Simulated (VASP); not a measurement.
Data:

```xyz
4
Lattice="3.8868 0.0000 0.0000 -1.9434 3.3661 0.0000 0.0000 0.0000 4.4989" Properties=species:S:1:pos:R:3 pbc="T T T"
Sc     0.0000     2.2441     4.2177
Sc     1.9434     1.1220     1.9682
C      0.0000     2.2441     1.9683
C      1.9434     1.1220     4.2177
```

The numbers are results of LDA (Ceperley-Alder, Perdew-Zunger), VASP's LDA PAW potentials (set 64) (plane waves; VASP), not measurements. Settings: 520 eV cut-off, Gaussian smearing of 0.050 eV, potentials Sc_sv C.

Task: Give the energies of bands 11 to 18 at the high-symmetry points, in eV from the Fermi level.

Result: 
```json
[
 {"band": "11", "Γ": "-0.83", "M": "-2.06", "K": "-1.45", "A": "-1.38", "L": "-2.60", "H": "-2.38"},
 {"band": "12", "Γ": "-0.83", "M": "-0.25", "K": "-0.44", "A": "-1.38", "L": "-2.60", "H": "-2.38"},
 {"band": "13", "Γ": "-0.82", "M": "-0.24", "K": "-0.44", "A": "-1.14", "L": "-0.62", "H": "-0.94"},
 {"band": "14", "Γ": "-0.68", "M": "-0.11", "K": "-0.05", "A": "-1.14", "L": "-0.62", "H": "-0.94"},
 {"band": "15", "Γ": "-0.68", "M": "-0.07", "K": "-0.05", "A": "-1.14", "L": "-0.22", "H": "-0.15"},
 {"band": "16", "Γ": "2.51", "M": "1.21", "K": "1.32", "A": "-1.14", "L": "-0.22", "H": "-0.15"},
 {"band": "17", "Γ": "2.93", "M": "2.20", "K": "1.54", "A": "5.04", "L": "3.85", "H": "3.06"},
 {"band": "18", "Γ": "2.93", "M": "3.28", "K": "2.31", "A": "5.05", "L": "3.85", "H": "3.06"}
]
```

It has no gap at this level: it comes out as a metal or semimetal.

The structure was generated: ScC was put into the wurtzite type (P6_3mc), which need not be its known phase. It was relaxed first, which changed the volume by -36 %. The relaxed cell has space group P6_3/mmc.
